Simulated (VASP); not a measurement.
These are PBEsol GGA, VASP's PBE PAW potentials (set 64) (plane waves; VASP 6.6.1) values and carry that method's errors.

Gaps are without spin-orbit coupling.

Question: Order these relaxed crystals by band gap, smallest first: CuI, F-43m (216); HfO2, Fm-3m (225); ZnCdSe2, R3m (160); BN, P6_3mc (186).

Answer: ZnCdSe2, R3m (160) (0.62 eV), CuI, F-43m (216) (1.20 eV), HfO2, Fm-3m (225) (3.75 eV), BN, P6_3mc (186) (4.95 eV)
